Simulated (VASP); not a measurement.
# Rb4CdS3 (I-43m) in VASP: relaxation of cell and atoms with PBE

Aim: the relaxation of cell and atoms of Rb4CdS3 with PBE.

Everything below comes from runs of VASP 6.6.1. Logs are shortened: lines on timing, memory, paths and dates and some standing lists are left out, and cuts for length are marked.

## (1) The cell of the first run

It takes space group I-43m (No. 217, cubic). The conventional cell has a = 8.303 Å, b = 8.303 Å, c = 8.303 Å, α = 90.00°, β = 90.00°, γ = 90.00°. Rb (site symmetry 3m) has 1 Cd at 2.42 Å as nearest neighbours. Around Cd (site symmetry -43m) lie 4 Rb at 2.42 Å. S (site symmetry -42m) has 4 Rb at 3.39 Å as nearest neighbours.

The cell was built by a generator and needn't be a form met in nature.

## (2) Relaxation of cell and atoms, PBE (species swapped into the Tl3VSe4 type (I-43m, No. 217))

INCAR

```
SYSTEM = Rb4CdS3
PREC = Accurate
ENCUT = 600
EDIFF = 1E-6
ISMEAR = 0
SIGMA = 0.15
LREAL = .False.
LASPH = .True.
NELM = 100
ALGO = Normal
ISIF = 3
LWAVE = .False.
LCHARG = .False.
GGA = PE
IBRION = 2
NSW = 36
EDIFFG = -0.08
```

KPOINTS

```
regular mesh
0
Gamma
  2 2 2
  0 0 0
```

POSCAR

```
Rb4CdS3
1.0
   -4.1513555900      4.1513555900      4.1513555900
    4.1513555900     -4.1513555900      4.1513555900
    4.1513555900      4.1513555900     -4.1513555900
Rb Cd S
4 1 3
Direct
    0.6637862300      0.6637862300      0.6637862300
    0.3362137700      0.0000000000      0.0000000000
    0.0000000000      0.3362137700      0.0000000000
    0.0000000000      0.0000000000      0.3362137700
    0.0000000000      0.0000000000      0.0000000000
    0.5000000000      0.5000000000      0.0000000000
    0.5000000000      0.0000000000      0.5000000000
    0.0000000000      0.5000000000      0.5000000000
```

Potentials or basis: VASP PAW PBE potentials, release 64 (Rb_sv, Cd, S).

Launch:

```console
cat potpaw_PBE.64/Rb_sv/POTCAR potpaw_PBE.64/Cd/POTCAR potpaw_PBE.64/S/POTCAR > POTCAR
mpirun -np 1 vasp_std > vasp.out
```

OUTCAR:

```text
SYSTEM = Rb4CdS3
   PREC = Accurate
   ENCUT = 600
   EDIFF = 1E-6
   ISMEAR = 0
   LREAL = .False.
   LASPH = .True.
   NELM = 100
   ISIF = 3
   GGA = PE
   IBRION = 2
   NSW = 36
   EDIFFG = -0.08

 ion  position               nearest neighbor table
   1  0.664  0.664  0.664-   5 2.42   6 3.39   7 3.39   8 3.39   3 3.95   4 3.95   2 3.95   6 4.14
                             7 4.14   8 4.14   3 4.58   2 4.58   2 4.58   3 4.58   4 4.58   4 4.58
   2  0.336  0.000  0.000-   5 2.42   6 3.39   7 3.39   8 3.39   3 3.95   4 3.95   1 3.95   8 4.14
                             7 4.14   6 4.14   1 4.58   4 4.58   1 4.58   4 4.58   3 4.58   3 4.58
   3  0.000  0.336  0.000-   5 2.42   6 3.39   8 3.39   7 3.39   2 3.95   1 3.95   4 3.95   7 4.14
                             6 4.14   8 4.14   1 4.58   4 4.58   1 4.58   4 4.58   2 4.58   2 4.58
   4  0.000  0.000  0.336-   5 2.42   7 3.39   8 3.39   6 3.39   2 3.95   1 3.95   3 3.95   8 4.14
                             7 4.14   6 4.14   3 4.58   2 4.58   2 4.58   3 4.58   1 4.58   1 4.58
   5  0.000  0.000  0.000-   1 2.42   2 2.42   3 2.42   4 2.42   1 4.77   4 4.77   3 4.77   2 4.77

   6  0.500  0.500  0.000-   1 3.39   4 3.39   2 3.39   3 3.39   1 4.14   2 4.14   3 4.14   4 4.14

   7  0.500  0.000  0.500-   1 3.39   3 3.39   2 3.39   4 3.39   3 4.14   2 4.14   1 4.14   4 4.14

   8  0.000  0.500  0.500-   1 3.39   2 3.39   3 3.39   4 3.39   2 4.14   1 4.14   3 4.14   4 4.14

  LATTYP: Found a body centered cubic cell.
 ALAT       =     8.3027111800

  Lattice vectors:

 A1 = (  -4.1513555900,   4.1513555900,   4.1513555900)
 A2 = (   4.1513555900,  -4.1513555900,   4.1513555900)
 A3 = (   4.1513555900,   4.1513555900,  -4.1513555900)

Analysis of symmetry for initial positions (statically):
=====================================================================
 Subroutine PRICEL returns:
 Original cell was already a primitive cell.

 Routine SETGRP: Setting up the symmetry group for a
 body centered cubic supercell.

 Subroutine GETGRP returns: Found 24 space group operations
 (whereof 24 operations were pure point group operations)
 out of a pool of 48 trial point group operations.

The static configuration has the point symmetry T_d .

Analysis of symmetry for dynamics (positions and initial velocities):
=====================================================================
 Subroutine PRICEL returns:
 Original cell was already a primitive cell.

 Routine SETGRP: Setting up the symmetry group for a
 body centered cubic supercell.

 Subroutine GETGRP returns: Found 24 space group operations
 (whereof 24 operations were pure point group operations)
 out of a pool of 48 trial point group operations.

The dynamic configuration has the point symmetry T_d .

 Subroutine INISYM returns: Found 24 space group operations
 (whereof 24 operations are pure point group operations),
 and found     1 'primitive' translations

----------------------------------------------------------------------------------------

                                     Primitive cell

  volume of cell :     286.1738

  direct lattice vectors                    reciprocal lattice vectors
    -4.151355590  4.151355590  4.151355590     0.000000000  0.120442585  0.120442585
     4.151355590 -4.151355590  4.151355590     0.120442585  0.000000000  0.120442585
     4.151355590  4.151355590 -4.151355590     0.120442585  0.120442585  0.000000000

  length of vectors
     7.190358802  7.190358802  7.190358802     0.170331538  0.170331538  0.170331538

  position of ions in fractional coordinates (direct lattice)
     0.663786230  0.663786230  0.663786230
     0.336213770  0.000000000  0.000000000
     0.000000000  0.336213770  0.000000000
     0.000000000  0.000000000  0.336213770
     0.000000000  0.000000000  0.000000000
     0.500000000  0.500000000  0.000000000
     0.500000000  0.000000000  0.500000000
     0.000000000  0.500000000  0.500000000

  ion indices of the primitive-cell ions
   primitive index   ion index
                 1           1
                 2           2
                 3           3
                 4           4
                 5           5
                 6           6
                 7           7
                 8           8

----------------------------------------------------------------------------------------

 KPOINTS: regular mesh

Automatic generation of k-mesh.
 Grid dimensions read from file:
 generate k-points for:    2    2    2

 Generating k-lattice:

  Cartesian coordinates                     Fractional coordinates (reciprocal lattice)
     0.000000000  0.060221293  0.060221293     0.500000000  0.000000000  0.000000000
     0.060221293  0.000000000  0.060221293     0.000000000  0.500000000  0.000000000
     0.060221293  0.060221293  0.000000000     0.000000000  0.000000000  0.500000000

  Length of vectors
     0.085165769  0.085165769  0.085165769

  Shift w.r.t. Gamma in fractional coordinates (k-lattice)
     0.000000000  0.000000000  0.000000000

 Subroutine IBZKPT returns following result:
 ===========================================

 Found      3 irreducible k-points:

 Following reciprocal coordinates:
            Coordinates               Weight
  0.000000  0.000000  0.000000      1.000000
  0.500000  0.000000  0.000000      6.000000
  0.500000  0.500000  0.500000      1.000000
   k-points           NKPTS =      3   k-points in BZ     NKDIM =      3   number of bands    NBANDS=     39
   number of dos      NEDOS =    301   number of ions     NIONS =      8
   total plane-waves  NPLWV = 216000
   dimension x,y,z NGX =    60 NGY =   60 NGZ =   60
   dimension x,y,z NGXF=   120 NGYF=  120 NGZF=  120
   ions per type =               4   1   3
   NGX,Y,Z   is equivalent  to a cutoff of  13.87, 13.87, 13.87 a.u.
   NGXF,Y,Z  is equivalent  to a cutoff of  27.74, 27.74, 27.74 a.u.
 SYSTEM =  Rb4CdS3
   PREC   = accura    normal or accurate (medium, high low for compatibility)
   ISTART =      0    job   : 0-new  1-cont  2-samecut
   ICHARG =      2    charge: 1-file 2-atom 10-const
   ISPIN  =      1    spin polarized calculation?
   LNONCOLLINEAR =      F non collinear calculations
   LSORBIT =      F    spin-orbit coupling
   LASPH  =      T    aspherical Exc in radial PAW
   ENCUT  =  600.0 eV  44.10 Ry    6.64 a.u.  14.36 14.36 14.36*2*pi/ulx,y,z
   NELM   =    100;   NELMIN=  2; NELMDL= -5     # of ELM steps
   EDIFF  = 0.1E-05   stopping-criterion for ELM
   LREAL  =      F    real-space projection
   EDIFFG = -.8E-01   stopping-criterion for IOM
   NSW    =     36    number of steps for IOM
   IBRION =      2    ionic relax: 0-MD 1-quasi-New 2-CG
   NFREE  =      1    steps in history (QN), initial steepest desc. (CG)
   ISIF   =      3    stress and relaxation
   ISYM   =      2    0-nonsym 1-usesym 2-fastsym
   POTIM  = 0.5000    time-step for ionic-motion
   TEBEG  =    0.0;   TEEND  =   0.0 temperature during run
   PSTRESS=    0.0 pullay stress
   NELECT =      66.0000    total number of electrons
   NUPDOWN=      -1.0000    fix difference up-down
   EMIN   =  10.00;   EMAX   =-10.00  energy-range for DOS
   EFERMI =   0.00;   METHOD = LEGACY
   ISMEAR =     0;   SIGMA  =   0.15  broadening in eV -4-tet -1-fermi 0-gaus
   EFERMI_NEDOS =   21; number of points for ismear=-14 and -15
   IALGO  =     38    algorithm
   IMIX   =      4    mixing-type and parameters
     AMIX     =   0.40;   BMIX     =  1.00
     AMIX_MAG =   1.60;   BMIX_MAG =  1.00
  volume/ion in A,a.u.               =      35.77       241.40
  Fermi-wavevector in a.u.,A,eV,Ry     =   1.003952  1.897194 13.713574  1.007919
  Thomas-Fermi vector in A             =   2.136537
   LORBIT       =      0    0 simple, 1 ext, 2 COOP (PROOUT), +10 PAW based schemes
   GGA     = PE    functional components
   LHFCALC =     F    Hartree Fock is set to
   AEXX    =    0.0000 exact exchange contribution
   IVDW    =     0    specifies the selected vdW correction
   LEPSILON=     F    determine dielectric tensor
   LRPA    =     F    only Hartree local field effects (RPA)
 conjugate gradient relaxation of ions
 non-spin polarized calculation
 Gauss-broadening in eV      SIGMA  =   0.15
  energy-cutoff  :      600.00
  volume of cell :      286.17
 maximum number of plane-waves:      9597
 NGX is ok and might be reduce to    60
   NGX = 29   NGY = 29   NGZ = 29

--------------------------------------- Ionic step        1  -------------------------------------------

 number of electron      65.9999998 magnetization

 Free energy of the ion-electron system (eV)
  ---------------------------------------------------
  ext. energy  EPLUGINS =         0.00000000
  ---------------------------------------------------
  free energy    TOTEN  =       -11.83131066 eV

  energy without entropy =      -11.71944231  energy(sigma->0) =      -11.77537649

------------------------ aborting loop because EDIFF is reached ----------------------------------------

  FORCE on cell =-STRESS in cart. coord.  units (eV):
  Direction    XX          YY          ZZ          XY          YZ          ZX
  --------------------------------------------------------------------------------------
  -------------------------------------------------------------------------------------
  Total       15.8695259     15.8695259     15.8695259     -0.0000000      0.0000000     -0.0000000
  in kB       88.8474028     88.8474028     88.8474028     -0.0000000      0.0000000     -0.0000000
  external PRESSURE =      88.8474028 kB  Pullay stress =       0.0000000 kB
[... 376 lines left out ...]
     38       8.0697      0.00000
     39       8.0697      0.00000

[... ionic steps 4 to 15 ...]

--------------------------------------- Ionic step       16  -------------------------------------------

 number of electron      66.0000002 magnetization

------------------------ aborting loop because EDIFF is reached ----------------------------------------

  FORCE on cell =-STRESS in cart. coord.  units (eV):
  Direction    XX          YY          ZZ          XY          YZ          ZX
  --------------------------------------------------------------------------------------
  -------------------------------------------------------------------------------------
  Total        0.0297858      0.0297858      0.0297858      0.0000000      0.0000000      0.0000000
  in kB        0.1754610      0.1754610      0.1754610      0.0000000      0.0000000      0.0000000
  external PRESSURE =       0.1754610 kB  Pullay stress =       0.0000000 kB
[... 69 lines left out ...]
  energy  without entropy=      -20.5253626120  energy(sigma->0) =      -20.58042054

--------------------------------------- Ionic step       18  -------------------------------------------

 number of electron      66.0000001 magnetization

 Free energy of the ion-electron system (eV)
  ---------------------------------------------------
  ext. energy  EPLUGINS =         0.00000000
  ---------------------------------------------------
  free energy    TOTEN  =       -20.64763710 eV

  energy without entropy =      -20.53757409  energy(sigma->0) =      -20.59260560

 E-fermi :   0.4161     XC(G=0):  -8.0741

 val. band max:        0.3680400801   @ k =   0.5000   0.5000   0.5000
 cond. band min:       0.4652321754   @ k =   0.5000   0.0000   0.0000
 fundamental gap:      0.0971920953
 Fermi energy:         0.4161183414

 k-point     1 :       0.0000    0.0000    0.0000
  band No.  band energies     occupation
      1     -25.7726      2.00000
      2     -25.7269      2.00000
      3     -25.7269      2.00000
      4     -25.7269      2.00000
      5     -10.1948      2.00000
      6     -10.1948      2.00000
[... 150 lines left out ...]
  FREE ENERGIE OF THE ION-ELECTRON SYSTEM (eV)
  ---------------------------------------------------
  free  energy   TOTEN  =       -20.6476371037 eV

  energy  without entropy=      -20.5375740873  energy(sigma->0) =      -20.59260560

 reached required accuracy - stopping structural energy minimisation
```

It took 17 min on 1 thread of AMD EPYC 7R13 (Zen 3), shared host; peak memory 0.51 GiB.

Results:

```
Free energy                            : -20.6476 eV
Relaxed volume                         : 33.82 Å³/atom
Relaxed cell                           : a = 7.057 Å, b = 7.057 Å, c = 7.057 Å, α = 109.47°, β = 109.47°, γ = 109.47°
Space group after relaxing (to 0.05 Å) : Im-3m (No. 229)
Energy gained by relaxing              : 1102.0 meV/atom
Ionic steps                            : 18
Pressure after relaxing                : 0.1 GPa
Largest force after relaxing           : 0.015 eV/Å
Band gap on the k mesh                 : none (metal or under the smearing width)
```

Forces on the atoms (eV/Å):
```
Rb  -0.009 -0.009 -0.009
Rb  -0.009  0.009  0.009
Rb   0.009 -0.009  0.009
Rb   0.009  0.009 -0.009
Cd   0.000  0.000  0.000
S    0.000  0.000  0.000
S    0.000  0.000  0.000
S    0.000  0.000  0.000
```

The path:
```tsv
step	energy change (eV)	largest force (eV/Å)	pressure (GPa)	volume (Å³)
1	0.0000	6.6433	8.88	286.17
2	-5.8954	1.4166	-0.85	376.45
3	-6.0068	1.2154	-1.17	386.90
4	-6.1005	0.8935	-1.64	408.38
5	-6.5816	0.8985	-1.54	381.19
6	-7.7397	0.9347	-0.47	306.93
7	-5.9164	0.8769	14.70	188.63
8	-7.8344	1.0949	0.95	276.79
9	-7.8623	1.1060	2.87	249.82
10	-8.1580	0.8293	2.76	246.47
11	-8.4986	0.2401	3.02	238.17
12	-8.7401	0.1910	1.03	257.80
13	-8.7833	0.1561	-0.22	276.22
14	-8.7857	0.1618	-0.03	272.87
15	-8.7857	0.1631	0.01	272.14
16	-8.7911	0.1482	0.02	271.98
17	-8.8042	0.1035	0.03	271.51
18	-8.8163	0.0154	0.07	270.56
```

Final structure:
```
Rb Cd S
1.0
    -4.07443    4.07443    4.07443
     4.07443   -4.07443    4.07443
     4.07443    4.07443   -4.07443
Rb Cd S
4 1 3
Direct
  0.50127 0.50127 0.50127
  0.49873 0.00000 0.00000
  0.00000 0.49873 0.00000
  0.00000 0.00000 0.49873
  0.00000 0.00000 0.00000
  0.50000 0.50000 0.00000
  0.50000 0.00000 0.50000
  0.00000 0.50000 0.50000
```

Caveat: the k mesh is coarse (spacing up to 0.54 Å⁻¹), so the values aren't converged; the relaxation stopped at a loose force limit of 0.08 eV/Å, so its end isn't a converged minimum.
